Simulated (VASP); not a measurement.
VASP input:

### KPOINTS
```
Automatic
0
gamma
11 11 11
0 0 0
```

**INCAR**
```
SYSTEM = TiC
PREC = Accurate; ENCUT = 520; LREAL = .False.
LASPH = .True.
EDIFF = 1E-6; NELM = 100; ALGO = Normal
LMAXMIX = 4
ISMEAR = 1; SIGMA = 0.1
GGA = PE
ISIF = 2
LWAVE = .False.; LCHARG = .False.
```

POSCAR:
```
TiC
1
    0.0000000000     2.1650000000     2.1650000000
    2.1650000000     0.0000000000     2.1650000000
    2.1650000000     2.1650000000     0.0000000000
Ti C
1 1
Direct
  0.0000000000   0.0000000000   0.0000000000
  0.5000000000   0.5000000000   0.5000000000
```

POTCAR, in this order: Ti_sv C (PBE.64 set). Program: vasp_std.

Q: Write an equivalent input for Ansatz.

A: One equivalent input (not run):
Ansatz 0.2 input:
```yaml
crystal:
  lattice:
    - [0.0000000, 2.1650000, 2.1650000]
    - [2.1650000, 0.0000000, 2.1650000]
    - [2.1650000, 2.1650000, 0.0000000]
  atoms:
    - { symbol: Ti, position: [0.0000000, 0.0000000, 0.0000000] }
    - { symbol: C, position: [0.5000000, 0.5000000, 0.5000000] }
kpoints:
  mp_grid: { grid: [11, 11, 11] }
hamiltonian:
  xc: pbe
  pseudopotentials: { kind: paw }
scf:
  occupations: { method: methfessel_paxton, width: 0.1 }
  max_iter: 100
output: { forces: true, stress: true, eigenvalues: true }
```
What does not carry over: each code has its own PAW files, so the cut-off isn't converted (ENCUT is set for VASP's; basis.ecutwfc is left out, and Ansatz then takes the one that its files recommend); Ansatz stops its SCF on the density residual and VASP on the energy change (EDIFF).

The compound is TiC in the rock salt structure. The cell was not relaxed at this level.
